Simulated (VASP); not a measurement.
Method: optB86b-vdW, VASP's PBE PAW potentials (set 64) (plane waves; VASP).

The input files of a VASP run:

### POSCAR
```
SnO
1
    3.8361173823     0.0000000000     0.0000000000
    0.0000000000     3.8361173823     0.0000000000
    0.0000000000     0.0000000000     4.7872978532
Sn O
2 2
Direct
  0.5000000000   0.0000000000   0.7575642765
  0.0000000000   0.5000000000   0.2424357235
  0.5000000000   0.5000000000   0.0000000000
  0.0000000000   0.0000000000   0.0000000000
```

**KPOINTS**
```
Automatic
0
G
 7 7 5
```

**INCAR**
```
LCHARG=.TRUE.
NEDOS=601   ! DOS grid
GGA=MK
PARAM2=1.0
SYSTEM=SnO
PARAM1=0.1234
LWAVE=.FALSE.
ISMEAR=-5
LREAL=.FALSE.   ! projection in real space or not
ALGO=Normal   ! blocked Davidson
ENCUT=520   ! plane-wave cut-off (eV)
LMAXMIX=4   ! l cut-off of mixed one-centre charges
NELM=100
EDIFF=1E-7
LEFG=.TRUE.
ISIF=2   ! forces and stress, cell fixed
AGGAC=0.0
LASPH=.TRUE.   ! aspherical one-centre terms
LORBIT=11   ! lm-projected
PREC=Accurate
LUSE_VDW=.TRUE.
```

POTCAR, in this order: Sn_d O (PBE.64 set). Program: vasp_std.

The run wrote:

OUTCAR:
```
 ion  position               nearest neighbor table
   1  0.500  0.000  0.758-   3 2.24   4 2.24   3 2.24   4 2.24   2 3.57   2 3.57   2 3.57   2 3.57
                             2 3.67   2 3.67   2 3.67   2 3.67
   2  0.000  0.500  0.242-   3 2.24   4 2.24   4 2.24   3 2.24   1 3.57   1 3.57   1 3.57   1 3.57
                             1 3.67   1 3.67   1 3.67   1 3.67
   3  0.500  0.500  0.000-   1 2.24   2 2.24   1 2.24   2 2.24
   4  0.000  0.000  0.000-   1 2.24   2 2.24   2 2.24   1 2.24
  LATTYP: Found a simple tetragonal cell.
 ALAT       =     3.8361173823
 C/A-ratio  =     1.2479539535
 Subroutine PRICEL returns:
 Original cell was already a primitive cell.
 Subroutine GETGRP returns: Found 16 space group operations
The static configuration has the point symmetry D_2d.
 The point group associated with its full space group is D_4h.
The dynamic configuration has the point symmetry D_2d.
 Subroutine INISYM returns: Found 16 space group operations
 Subroutine IBZKPT returns following result:
 Found     30 irreducible k-points:

 Following reciprocal coordinates:
            Coordinates               Weight
  0.000000  0.000000  0.000000      1.000000
  0.142857  0.000000  0.000000      4.000000
  0.285714  0.000000  0.000000      4.000000
  0.428571  0.000000  0.000000      4.000000
  0.142857  0.142857  0.000000      4.000000
  0.285714  0.142857  0.000000      8.000000
  0.428571  0.142857  0.000000      8.000000
  0.285714  0.285714  0.000000      4.000000
  0.428571  0.285714  0.000000      8.000000
  0.428571  0.428571  0.000000      4.000000
  0.000000  0.000000  0.200000      2.000000
  0.142857  0.000000  0.200000      8.000000
  0.285714  0.000000  0.200000      8.000000
  0.428571  0.000000  0.200000      8.000000
  0.142857  0.142857  0.200000      8.000000
  0.285714  0.142857  0.200000     16.000000
  0.428571  0.142857  0.200000     16.000000
  0.285714  0.285714  0.200000      8.000000
...
```

**OSZICAR**
```
       N       E                     dE             d eps       ncg     rms          rms(c)
DAV:   1     0.408842596745E+03    0.40884E+03   -0.20835E+04  1464   0.253E+03
DAV:   2     0.369392894644E+02   -0.37190E+03   -0.36639E+03  1576   0.576E+02
DAV:   3    -0.151626548175E+02   -0.52102E+02   -0.51788E+02  1728   0.192E+02
DAV:   4    -0.171172747869E+02   -0.19546E+01   -0.19529E+01  1632   0.418E+01
DAV:   5    -0.171742721891E+02   -0.56997E-01   -0.56988E-01  1888   0.710E+00    0.116E+01
DAV:   6    -0.135267520467E+02    0.36475E+01   -0.25342E+01  2464   0.530E+01    0.476E+00
DAV:   7    -0.135103153172E+02    0.16437E-01   -0.23878E+00  1680   0.998E+00    0.253E+00
DAV:   8    -0.135130619377E+02   -0.27466E-02   -0.61842E-01  2168   0.563E+00    0.107E+00
DAV:   9    -0.134896384056E+02    0.23424E-01   -0.18384E-01  2200   0.402E+00    0.266E-01
DAV:  10    -0.134920902922E+02   -0.24519E-02   -0.21847E-02  2096   0.129E+00    0.226E-01
DAV:  11    -0.134909257401E+02    0.11646E-02   -0.72200E-03  2240   0.785E-01    0.271E-02
DAV:  12    -0.134910118668E+02   -0.86127E-04   -0.76443E-04  1528   0.174E-01    0.427E-02
DAV:  13    -0.134910040618E+02    0.78050E-05   -0.76965E-05  2224   0.104E-01    0.587E-03
DAV:  14    -0.134910038024E+02    0.25941E-06   -0.74331E-06  1640   0.197E-02    0.503E-03
DAV:  15    -0.134910040685E+02   -0.26615E-06   -0.10032E-06  2032   0.125E-02    0.155E-03
DAV:  16    -0.134910041665E+02   -0.98038E-07   -0.94770E-08  1056   0.320E-03
   1 F= -.13491004E+02 E0= -.13491004E+02  d E =0.000000E+00
```

**OUTCAR**
```
------------------------ aborting loop because EDIFF is reached ----------------------------------------
  FORCE on cell =-STRESS in cart. coord.  units (eV):
  Direction    XX          YY          ZZ          XY          YZ          ZX
  --------------------------------------------------------------------------------------
  Total        0.0697901      0.0697901      0.0341227      0.0000000      0.0000000      0.0000000
  in kB        1.5871946      1.5871946      0.7760314      0.0000000      0.0000000      0.0000000
  external PRESSURE =       1.3168068 kB  Pullay stress =       0.0000000 kB
  volume of cell :       70.45
      direct lattice vectors                 reciprocal lattice vectors
     3.836117382  0.000000000  0.000000000     0.260680240  0.000000000  0.000000000
     0.000000000  3.836117382  0.000000000     0.000000000  0.260680240  0.000000000
     0.000000000  0.000000000  4.787297853     0.000000000  0.000000000  0.208886105
 POSITION                                       TOTAL-FORCE (eV/Angst)
 -----------------------------------------------------------------------------------
      1.91806      0.00000      3.62669        -0.000000      0.000000      0.004871
      0.00000      1.91806      1.16061         0.000000      0.000000     -0.004871
      1.91806      1.91806      0.00000         0.000000     -0.000000      0.000000
      0.00000      0.00000      0.00000         0.000000      0.000000      0.000000
 -----------------------------------------------------------------------------------
    total drift:                                0.000000      0.000000      0.000000
  FREE ENERGIE OF THE ION-ELECTRON SYSTEM (eV)
  ---------------------------------------------------
  free  energy   TOTEN  =       -13.4910041665 eV

  energy  without entropy=      -13.4910041665  energy(sigma->0) =      -13.49100417

 total charge

# of ion       s       p       d       tot
------------------------------------------
    1        1.254   0.782  10.070  12.106
    2        1.254   0.782  10.070  12.106
    3        1.571   3.424   0.000   4.995
    4        1.571   3.424   0.000   4.995
--------------------------------------------------
tot          5.651   8.412  20.141  34.203

 Electric field gradients after diagonalization (V/A^2)
 (convention: |V_zz| > |V_xx| > |V_yy|)
----------------------------------------------------------------------
 ion       V_xx      V_yy      V_zz     asymmetry (V_yy - V_xx)/ V_zz
----------------------------------------------------------------------
   1      81.611    81.611  -163.223       0.000
   2      81.611    81.611  -163.223       0.000
   3      -0.786    -0.786     1.571       0.000
   4      -0.786    -0.786     1.571       0.000
```
(Selected blocks of OUTCAR.)

The compound is SnO in the litharge structure. It was relaxed first.
